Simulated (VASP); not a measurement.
Level of theory: PBE GGA, VASP's PBE PAW potentials (set 64) (plane waves; VASP 6.6.1).

Input for VASP

**INCAR**
```
! general
SYSTEM =Al31GaAs32
PREC   =Normal
ENCUT  =400   ! plane-wave cut-off (eV)
LREAL  =Auto   ! projection in real space or not
LASPH  =.TRUE.
ISYM   =0

! electronic loop
EDIFF  =1E-5
NELM   =100
NELMIN =4
ALGO   =Fast
LMAXMIX=4   ! l cut-off of mixed one-centre charges

! smearing
ISMEAR =0   ! Gaussian
SIGMA  =0.05

! functional
GGA    =PE

! ions
IBRION =2   ! conjugate gradients
NSW    =60   ! most ionic steps
ISIF   =2   ! forces and stress, cell fixed
EDIFFG =-0.03   ! ionic stop

! output
LWAVE  =.TRUE.
LCHARG =.FALSE.
```

**POSCAR**
```
Al31GaAs32
1
   11.4648462108     0.0000000000     0.0000000000
    0.0000000000    11.4648462108    -0.0000000000
   -0.0000000000    -0.0000000000    11.4648462108
Al As Ga
31 32 1
Direct
  0.5000000000   0.0000000000   0.0000000000
  0.7500000000   0.2500000000   0.0000000000
  0.7500000000   0.0000000000   0.2500000000
  0.0000000000   0.0000000000   0.0000000000
  0.2500000000   0.2500000000   0.0000000000
  0.5000000000   0.5000000000   0.0000000000
  0.7500000000   0.7500000000   0.0000000000
  0.2500000000   0.0000000000   0.2500000000
  0.5000000000   0.2500000000   0.2500000000
  0.7500000000   0.5000000000   0.2500000000
  0.5000000000   0.0000000000   0.5000000000
  0.7500000000   0.2500000000   0.5000000000
  0.7500000000   0.0000000000   0.7500000000
  0.0000000000   0.5000000000   0.0000000000
  0.2500000000   0.7500000000   0.0000000000
  0.0000000000   0.2500000000   0.2500000000
  0.2500000000   0.5000000000   0.2500000000
  0.5000000000   0.7500000000   0.2500000000
  0.0000000000   0.0000000000   0.5000000000
  0.2500000000   0.2500000000   0.5000000000
  0.7500000000   0.7500000000   0.5000000000
  0.2500000000   0.0000000000   0.7500000000
  0.5000000000   0.2500000000   0.7500000000
  0.7500000000   0.5000000000   0.7500000000
  0.0000000000   0.7500000000   0.2500000000
  0.0000000000   0.5000000000   0.5000000000
  0.2500000000   0.7500000000   0.5000000000
  0.0000000000   0.2500000000   0.7500000000
  0.2500000000   0.5000000000   0.7500000000
  0.5000000000   0.7500000000   0.7500000000
  0.0000000000   0.7500000000   0.7500000000
  0.6250000000   0.1250000000   0.1250000000
  0.8750000000   0.3750000000   0.1250000000
  0.8750000000   0.1250000000   0.3750000000
  0.1250000000   0.1250000000   0.1250000000
  0.3750000000   0.3750000000   0.1250000000
  0.6250000000   0.6250000000   0.1250000000
  0.8750000000   0.8750000000   0.1250000000
  0.3750000000   0.1250000000   0.3750000000
  0.6254120000   0.3791280000   0.3785100000
  0.8750000000   0.6250000000   0.3750000000
  0.6250000000   0.1250000000   0.6250000000
  0.8750000000   0.3750000000   0.6250000000
  0.8750000000   0.1250000000   0.8750000000
  0.1250000000   0.6250000000   0.1250000000
  0.3750000000   0.8750000000   0.1250000000
  0.1250000000   0.3750000000   0.3750000000
  0.3759340000   0.6266860000   0.3753560000
  0.6250000000   0.8750000000   0.3750000000
  0.1250000000   0.1250000000   0.6250000000
  0.3760720000   0.3791380000   0.6264630000
  0.6228980000   0.6213820000   0.6265360000
  0.8750000000   0.8750000000   0.6250000000
  0.3750000000   0.1250000000   0.8750000000
  0.6250000000   0.3750000000   0.8750000000
  0.8750000000   0.6250000000   0.8750000000
  0.1250000000   0.8750000000   0.3750000000
  0.1250000000   0.6250000000   0.6250000000
  0.3750000000   0.8750000000   0.6250000000
  0.1250000000   0.3750000000   0.8750000000
  0.3750000000   0.6250000000   0.8750000000
  0.6250000000   0.8750000000   0.8750000000
  0.1250000000   0.8750000000   0.8750000000
  0.4995310000   0.4975660000   0.5034070000
```

File KPOINTS:
```
Automatic
0
Gamma
  1 1 1
0 0 0
```

POTCAR, in this order: Al As Ga (PBE.64 set). Program: vasp_gam.

Output of the run:

**OUTCAR**
```
 ion  position               nearest neighbor table
   1  0.500  0.000  0.000-  32 2.48  46 2.48  54 2.48  62 2.48
   2  0.750  0.250  0.000-  32 2.48  33 2.48  44 2.48  55 2.48
   3  0.750  0.000  0.250-  32 2.48  34 2.48  38 2.48  49 2.48
   4  0.000  0.000  0.000-  35 2.48  38 2.48  44 2.48  63 2.48
   5  0.250  0.250  0.000-  35 2.48  36 2.48  54 2.48  60 2.48
   6  0.500  0.500  0.000-  36 2.48  37 2.48  55 2.48  61 2.48
   7  0.750  0.750  0.000-  37 2.48  38 2.48  56 2.48  62 2.48
   8  0.250  0.000  0.250-  35 2.48  39 2.48  46 2.48  57 2.48
   9  0.500  0.250  0.250-  32 2.48  36 2.48  39 2.48  40 2.54
  10  0.750  0.500  0.250-  40 2.48  37 2.48  33 2.48  41 2.48
  11  0.500  0.000  0.500-  39 2.48  42 2.48  49 2.48  59 2.48
  12  0.750  0.250  0.500-  34 2.48  42 2.48  43 2.48  40 2.48
  13  0.750  0.000  0.750-  42 2.48  44 2.48  53 2.48  62 2.48
  14  0.000  0.500  0.000-  33 2.48  45 2.48  56 2.48  60 2.48
  15  0.250  0.750  0.000-  45 2.48  46 2.48  61 2.48  63 2.48
  16  0.000  0.250  0.250-  33 2.48  34 2.48  35 2.48  47 2.48
  17  0.250  0.500  0.250-  36 2.48  45 2.48  47 2.48  48 2.50
  18  0.500  0.750  0.250-  48 2.47  46 2.48  37 2.48  49 2.48
  19  0.000  0.000  0.500-  34 2.48  50 2.48  53 2.48  57 2.48
  20  0.250  0.250  0.500-  39 2.48  47 2.48  50 2.48  51 2.53
  21  0.750  0.750  0.500-  41 2.48  49 2.48  53 2.48  52 2.53
  22  0.250  0.000  0.750-  50 2.48  54 2.48  59 2.48  63 2.48
  23  0.500  0.250  0.750-  42 2.48  54 2.48  55 2.48  51 2.49
  24  0.750  0.500  0.750-  52 2.46  43 2.48  55 2.48  56 2.48
...
```

**OSZICAR**
```
       N       E                     dE             d eps       ncg     rms          rms(c)
DAV:   1     0.132902903504E+04    0.13290E+04   -0.91585E+04   322   0.111E+03
DAV:   2    -0.138612164370E+03   -0.14676E+04   -0.13954E+04   427   0.198E+02
DAV:   3    -0.298098735261E+03   -0.15949E+03   -0.15745E+03   380   0.659E+01
DAV:   4    -0.302798299222E+03   -0.46996E+01   -0.46853E+01   372   0.127E+01
DAV:   5    -0.302898927803E+03   -0.10063E+00   -0.10051E+00   412   0.204E+00    0.181E+01
RMM:   6    -0.296194782455E+03    0.67041E+01   -0.11139E+01   322   0.452E+00    0.107E+01
RMM:   7    -0.295355962200E+03    0.83882E+00   -0.13640E+01   322   0.503E+00    0.343E+00
RMM:   8    -0.295344124137E+03    0.11838E-01   -0.23477E+00   322   0.258E+00    0.132E+00
RMM:   9    -0.295267489855E+03    0.76634E-01   -0.35950E-01   322   0.990E-01    0.309E-01
RMM:  10    -0.295284085462E+03   -0.16596E-01   -0.96601E-02   325   0.495E-01    0.494E-01
RMM:  11    -0.295272077667E+03    0.12008E-01   -0.23031E-02   322   0.274E-01    0.102E-01
RMM:  12    -0.295271963157E+03    0.11451E-03   -0.34279E-03   322   0.116E-01    0.521E-02
RMM:  13    -0.295271910723E+03    0.52434E-04   -0.14345E-03   322   0.627E-02    0.201E-02
RMM:  14    -0.295271968804E+03   -0.58081E-04   -0.17964E-04   322   0.301E-02    0.186E-02
RMM:  15    -0.295271951752E+03    0.17052E-04   -0.83498E-05   289   0.154E-02    0.128E-02
RMM:  16    -0.295271952644E+03   -0.89238E-06   -0.36241E-05   251   0.100E-02
   1 F= -.29527195E+03 E0= -.29527195E+03  d E =-.295272E+03
       N       E                     dE             d eps       ncg     rms          rms(c)
DAV:   1    -0.295325757937E+03   -0.53806E-01   -0.21742E+00   356   0.257E+00    0.461E-01
RMM:   2    -0.295336118792E+03   -0.10361E-01   -0.12823E-01   322   0.608E-01    0.158E-01
RMM:   3    -0.295337146403E+03   -0.10276E-02   -0.18208E-02   325   0.245E-01    0.959E-02
RMM:   4    -0.295337248268E+03   -0.10187E-03   -0.38155E-03   328   0.106E-01    0.424E-02
RMM:   5    -0.295337320114E+03   -0.71845E-04   -0.79583E-04   350   0.501E-02    0.230E-02
RMM:   6    -0.295337328048E+03   -0.79340E-05   -0.12588E-04   318   0.225E-02    0.630E-03
RMM:   7    -0.295337330726E+03   -0.26779E-05   -0.30910E-05   215   0.114E-02
   2 F= -.29533733E+03 E0= -.29533733E+03  d E =-.653781E-01
       N       E                     dE             d eps       ncg     rms          rms(c)
DAV:   1    -0.295341620780E+03   -0.42927E-02   -0.43795E-01   356   0.117E+00    0.207E-01
RMM:   2    -0.295343709528E+03   -0.20887E-02   -0.25946E-02   322   0.275E-01    0.704E-02
RMM:   3    -0.295343916318E+03   -0.20679E-03   -0.36399E-03   325   0.111E-01    0.423E-02
RMM:   4    -0.295343932963E+03   -0.16644E-04   -0.71706E-04   325   0.475E-02    0.189E-02
RMM:   5    -0.295343946124E+03   -0.13161E-04   -0.14579E-04   317   0.227E-02    0.101E-02
RMM:   6    -0.295343947957E+03   -0.18330E-05   -0.25639E-05   212   0.104E-02
   3 F= -.29534395E+03 E0= -.29534395E+03  d E =-.719953E-01
       N       E                     dE             d eps       ncg     rms          rms(c)
DAV:   1    -0.295343962809E+03   -0.16685E-04   -0.18613E-03   380   0.760E-02    0.136E-02
RMM:   2    -0.295343971085E+03   -0.82757E-05   -0.10478E-04   292   0.177E-02    0.467E-03
RMM:   3    -0.295343971527E+03   -0.44205E-06   -0.12810E-05   193   0.676E-03    0.276E-03
RMM:   4    -0.295343971520E+03    0.67357E-08   -0.22164E-06   144   0.270E-03
   4 F= -.29534397E+03 E0= -.29534397E+03  d E =-.720189E-01
       N       E                     dE             d eps       ncg     rms          rms(c)
DAV:   1    -0.295347395374E+03   -0.34238E-02   -0.12927E-01   340   0.679E-01    0.121E-01
RMM:   2    -0.295348059323E+03   -0.66395E-03   -0.88551E-03   322   0.166E-01    0.410E-02
RMM:   3    -0.295348159105E+03   -0.99782E-04   -0.14883E-03   327   0.706E-02    0.298E-02
RMM:   4    -0.295348166531E+03   -0.74267E-05   -0.24917E-04   327   0.299E-02    0.149E-02
RMM:   5    -0.295348170393E+03   -0.38614E-05   -0.56249E-05   264   0.151E-02
   5 F= -.29534817E+03 E0= -.29534817E+03  d E =-.419887E-02
       N       E                     dE             d eps       ncg     rms          rms(c)
DAV:   1    -0.295348491265E+03   -0.32473E-03   -0.27936E-02   364   0.316E-01    0.566E-02
RMM:   2    -0.295348641934E+03   -0.15067E-03   -0.19800E-03   322   0.785E-02    0.195E-02
RMM:   3    -0.295348667311E+03   -0.25378E-04   -0.34664E-04   329   0.339E-02    0.146E-02
RMM:   4    -0.295348669188E+03   -0.18765E-05   -0.53899E-05   260   0.143E-02
   6 F= -.29534867E+03 E0= -.29534867E+03  d E =-.469767E-02
       N       E                     dE             d eps       ncg     rms          rms(c)
DAV:   1    -0.295349527399E+03   -0.86009E-03   -0.19655E-02   339   0.278E-01    0.499E-02
RMM:   2    -0.295349626037E+03   -0.98639E-04   -0.12393E-03   322   0.661E-02    0.189E-02
RMM:   3    -0.295349642924E+03   -0.16887E-04   -0.20788E-04   327   0.291E-02    0.130E-02
RMM:   4    -0.295349643793E+03   -0.86874E-06   -0.34605E-05   232   0.129E-02
   7 F= -.29534964E+03 E0= -.29534964E+03  d E =-.974605E-03
```

**OUTCAR**
```
------------------------ aborting loop because EDIFF is reached ----------------------------------------
  FORCE on cell =-STRESS in cart. coord.  units (eV):
  Direction    XX          YY          ZZ          XY          YZ          ZX
  --------------------------------------------------------------------------------------
  Total        2.5735588      2.5731044      2.5607359      0.0580820     -0.0006919     -0.0011127
  in kB        2.7361505      2.7356673      2.7225174      0.0617515     -0.0007356     -0.0011830
  external PRESSURE =       2.7314451 kB  Pullay stress =       0.0000000 kB
  volume of cell :     1506.97
      direct lattice vectors                 reciprocal lattice vectors
    11.464846211  0.000000000  0.000000000     0.087223150  0.000000000  0.000000000
     0.000000000 11.464846211  0.000000000     0.000000000  0.087223150  0.000000000
     0.000000000  0.000000000 11.464846211     0.000000000  0.000000000  0.087223150
  FREE ENERGIE OF THE ION-ELECTRON SYSTEM (eV)
  ---------------------------------------------------
  free  energy   TOTEN  =      -295.3496437928 eV

  energy  without entropy=     -295.3496437928  energy(sigma->0) =     -295.34964379

 reached required accuracy - stopping structural energy minimisation
```
(Selected blocks of OUTCAR.)

### CONTCAR
```
Al31GaAs32
   1.00000000000000
    11.4648462107999993    0.0000000000000000    0.0000000000000000
     0.0000000000000000   11.4648462107999993    0.0000000000000000
     0.0000000000000000    0.0000000000000000   11.4648462107999993
  Al              As              Ga
    31    32     1
Direct
     0.5000195956139812    0.0001043827690894    0.0000725049655333
     0.7500279564050248    0.2498929848604763    0.0001436767160522
     0.7500091669734843    0.9999841826872250    0.2500358762607778
     0.9999935693102540    0.9999964218173397    0.0000043929396456
     0.2500917114162984    0.2500349989248448    0.0001261969062289
     0.4999581698960125    0.4999515865158631    0.0000926416379949
     0.7500014509815057    0.7500266784141523    0.0000173842201294
     0.2500788580989158    0.0001576117172937    0.2500852302360808
     0.5003988381857114    0.2505556949110314    0.2505698585089991
     0.7501306915929534    0.5003795600137633    0.2500927379661530
     0.4999680166006629    0.0000308629044681    0.4999630713087867
     0.7500631166381789    0.2500522703211527    0.5002122196873444
     0.7499960913699908    0.0000408292301279    0.7499793304779545
     0.9999627043465193    0.4999755258649046    0.0001148651511217
     0.2499213142306440    0.7500903540872393    0.0001328177724174
     0.0000671877010936    0.2500513942229834    0.2500522024418048
     0.2502165612386561    0.5001273208252143    0.2502052772222623
     0.5002426118936543    0.7501431608700275    0.2500041531886320
     0.9999341552607492    0.0000317621983855    0.5000345827654599
     0.2501429721793070    0.2502288136269966    0.5001842776288454
     0.7496105927026097    0.7495586120976583    0.5003363042955721
     0.2499947109676141    0.0000038378216141    0.7500054580665677
     0.5002048133434367    0.2499308217860445    0.7502376178195236
     0.7503337760733152    0.4995024717590441    0.7504752633790182
     0.0000020657407340    0.7500618391990024    0.2500183699354380
     0.0000195804258445    0.4999736292763206    0.4999516312803146
     0.2499851028217800    0.7501331883346505    0.5001138915806644
     0.0000624625854023    0.2499408791109027    0.7500153033082476
     0.2494269880476948    0.5006962286150962    0.7506610784390110
     0.4997739559711059    0.7501475232515741    0.7502814108359031
     0.9999650116555169    0.7500948516597957    0.7499783441112706
     0.6249505552855736    0.1251737960354163    0.1252575686670649
     0.8749190160472765    0.3750271265491908    0.1251193908660798
     0.8749596575104736    0.1250938543670689    0.3750158037812140
     0.1249998558214598    0.1250115014005801    0.1250024404096619
     0.3751149102506413    0.3750313524739863    0.1252342116038034
     0.6250065134179283    0.6250443451206462    0.1249559333060042
     0.8750013159656342    0.8749984657775949    0.1250136523407208
     0.3750981939017832    0.1253206159872927    0.3750926490046510
     0.6255206374775407    0.3751724311363061    0.3751776831389342
     0.8749692486999504    0.6251541542009499    0.3751947619756020
     0.6249780629191023    0.1250899973172926    0.6250288012033709
     0.8751144196288139    0.3749685412447128    0.6250704213498265
     0.8750091638261456    0.1250311070109792    0.8750109829583388
     0.1250724924729293    0.6250258290166301    0.1251371076731116
     0.3749594869678490    0.8750156705138532    0.1250762054623527
     0.1251794590017855    0.3750663156920017    0.3750555939582901
     0.3746988560119268    0.6256617009984301    0.3747630537043116
     0.6251168210252003    0.8748741301730936    0.3751847604867400
     0.1250844401922257    0.1250698149644553    0.6250054729428545
     0.3740255361718332    0.3746333506899713    0.6264067287950449
     0.6254452329115280    0.6252411966164239    0.6262507688834997
     0.8748065051323970    0.8748583553298986    0.6249773138303990
     0.3749921105565512    0.1250329334778409    0.8750107730151520
     0.6250141566449638    0.3749108117123057    0.8751681662299235
     0.8750626293602624    0.6250474342739089    0.8750543318873358
     0.1250358262391622    0.8750426789652364    0.3749823708331251
     0.1248999111767054    0.6251634392036541    0.6249497345310234
     0.3750233725449513    0.8749788063192109    0.6250621322788220
     0.1249030923601950    0.3749728423314252    0.8751667717247474
     0.3750105148564489    0.6251625080553910    0.8752343076126776
     0.6250127013654179    0.8750364202677865    0.8750347420980006
     0.1250166404024580    0.8750006751709620    0.8750147372979045
     0.4992418635842301    0.5000875179112165    0.5013646550956575
```

The supercell is sampled at Γ alone, which is coarse: total energies, pressure and levels can be off, energies of defects by several tenths of an eV.

The cell is a supercell with a defect, built from AlAs (zinc blende): Ga_Al. The run is not spin-polarised, so no state with unpaired spins was tried.
